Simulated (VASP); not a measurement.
Runs of VASP 6.6.1 on TiB2. The structure is hexagonal, space group P6/mmm (No. 191). Conventional cell: a = 3.026 Å, b = 3.026 Å, c = 3.229 Å, α = 90.00°, β = 90.00°, γ = 120.00°. Ti (site symmetry 6/mmm) is surrounded by 12 B at 2.38 Å. Around B (site symmetry -6m2) lie 3 B at 1.75 Å. The cell is a database's computed one.

| task | level | potentials or basis | cell | k mesh | cutoff (eV) | mesh quality | gap on the mesh (eV) | pressure (GPa) | relaxed volume (Å³/atom) |
| --- | --- | --- | --- | --- | --- | --- | --- | --- | --- |
| relaxation of cell and atoms | PBEsol | VASP PAW PBE potentials, release 64 (Ti_sv, B) | relaxed | 6 × 6 × 6 | 600 | coarse | none | 0.0 | 8.38 |
| relaxation of cell and atoms | PBE+D3(BJ) | VASP PAW PBE potentials, release 64 (Ti_sv, B) | relaxed | 15 × 15 × 14 | 600 | not flagged | none | 0.0 | 8.29 |
| relaxation of cell and atoms | RPBE | VASP PAW PBE potentials, release 64 (Ti_sv, B) | relaxed | 15 × 15 × 14 | 600 | not flagged | none | -0.1 | 8.72 |
| relaxation of cell and atoms | PBEsol | VASP PAW PBE potentials, release 64 (Ti, B) | relaxed | 15 × 15 × 14 | 580 | not flagged | none | 0.0 | (a) |
| single point | PBEsol | VASP PAW PBE potentials, release 64 (Ti_sv, B) | as given | 15 × 15 × 14 | 520 | not flagged | none | -4.2 | - |
| relaxation of cell and atoms | PBE | VASP PAW PBE potentials, release 64 (Ti_sv, B) | relaxed | 15 × 15 × 14 | 600 | not flagged | none | 0.0 | 8.56 |
| relaxation of cell and atoms | PBEsol | VASP PAW PBE potentials, release 64 (Ti_sv, B) | relaxed | 15 × 15 × 14 | 600 | not flagged | none | 0.0 | 8.38 |
| relaxation of cell and atoms | LDA | VASP PAW LDA potentials, release 64 (Ti_sv, B) | relaxed | 15 × 15 × 14 | 600 | not flagged | none | 0.0 | 8.19 |
| relaxation of cell and atoms | PBEsol | VASP PAW PBE potentials, release 64 (Ti_sv, B_s) | relaxed | 15 × 15 × 14 | 480 | not flagged | none | 0.0 | (b) |

Alike in all rows: no spin polarisation; smearing gaussian 0.1 eV.

Q: Estimate the missing entries.

A: (a) 8.41; (b) 8.39.

Caveats: some runs use coarse meshes; the PAW data sets were made with another functional, which shifts forces and pressure a little (some runs); pairwise dispersion overbinds metals, which lowers pressure and volume (some runs).

A k mesh can miss the band edges.

A gap of «none» marks a metal or a gap under the smearing width.

Not every run made on this cell is shown here.
